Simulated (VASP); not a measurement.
Here is the system:

```xyz
2
Lattice="0.0000 2.9994 2.9994 2.9994 0.0000 2.9994 2.9994 2.9994 0.0000" Properties=species:S:1:pos:R:3 pbc="T T T"
In     0.0000     0.0000     0.0000
P      1.4997     1.4997     1.4997
```

The numbers are results of revPBE GGA, VASP's PBE PAW potentials (set 64) (plane waves; VASP), not measurements. Run with 520 eV cut-off, 7×7×7 Γ-centred mesh, Gaussian smearing of 0.050 eV, potentials In_d P.

Unless said otherwise, spin-orbit coupling is left out, though it shifts the bands of the heavy elements here.

**Question.** Predict the energy per atom (σ→0), band gap (on the k-mesh) with the smallest direct gap where there is one.

**Answer.** 
| Item | Result |
|---|---|
| band gap (on the k-mesh) | 0.43 eV |
| smallest direct gap (on the k-mesh) | 0.43 eV |
| energy per atom (σ→0) | -3.919 eV/atom |

The absolute energy has meaning only against runs of the same code, potentials and settings.

The compound is InP in the zinc blende structure. It was relaxed first, which changed the volume by +7 %. The start is the result of an earlier pass.
